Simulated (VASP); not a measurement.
These are RPBE GGA, VASP's PBE PAW potentials (set 64) (plane waves; VASP) values and carry that method's errors.

VASP ran on this input.

**INCAR**
```
ALGO = Normal
EDIFF = 1E-6
EDIFFG = -0.01
ENCUT = 520
GGA = RP
IBRION = 2
ISIF = 3
ISMEAR = 1
LASPH = .TRUE.
LCHARG = .FALSE.
LMAXMIX = 4
LREAL = .FALSE.
LWAVE = .FALSE.
NELM = 100
NSW = 60
PREC = Accurate
SIGMA = 0.1
SYSTEM = Nb
```

### POSCAR
```
Nb
1.0
 -1.6646599969   1.6646599969   1.6646599969
  1.6646599969  -1.6646599969   1.6646599969
  1.6646599969   1.6646599969  -1.6646599969
Nb
1
Cartesian
  0.0000000000   0.0000000000   0.0000000000
```

KPOINTS:
```
Automatic mesh
0
G
  14 14 14
0 0 0
```

POTCAR, in this order: Nb_sv (PBE.64 set). Program: vasp_std.

Problem. Estimate the energy per atom (σ→0), band gap (on the k-mesh).

Solution. 
```json
{
  "energy per atom (σ→0)": "-935.5 kJ/mol-atom",
  "band gap (on the k-mesh)": "none (metal, semimetal or under 0.01 eV)"
}
```

**OSZICAR**
```
...
DAV:   6    -0.973140379937E+01    0.38485E+00   -0.78048E-01  3210   0.119E+01    0.234E+00
DAV:   7    -0.968936001459E+01    0.42044E-01   -0.24044E-01  3248   0.660E+00    0.963E-01
DAV:   8    -0.969540705031E+01   -0.60470E-02   -0.12824E-02  2440   0.175E+00    0.662E-02
DAV:   9    -0.969545814649E+01   -0.51096E-04   -0.13637E-03  3752   0.442E-01    0.514E-02
DAV:  10    -0.969548282387E+01   -0.24677E-04   -0.29635E-05  2548   0.962E-02    0.190E-02
DAV:  11    -0.969547452045E+01    0.83034E-05   -0.78310E-06  2330   0.568E-02    0.340E-03
DAV:  12    -0.969547425221E+01    0.26823E-06   -0.22502E-07  1252   0.802E-03
   1 F= -.96954743E+01 E0= -.96952955E+01  d E =-.969547E+01
```

The compound is Nb in the bcc structure. It was relaxed first. The start is the result of an earlier pass.
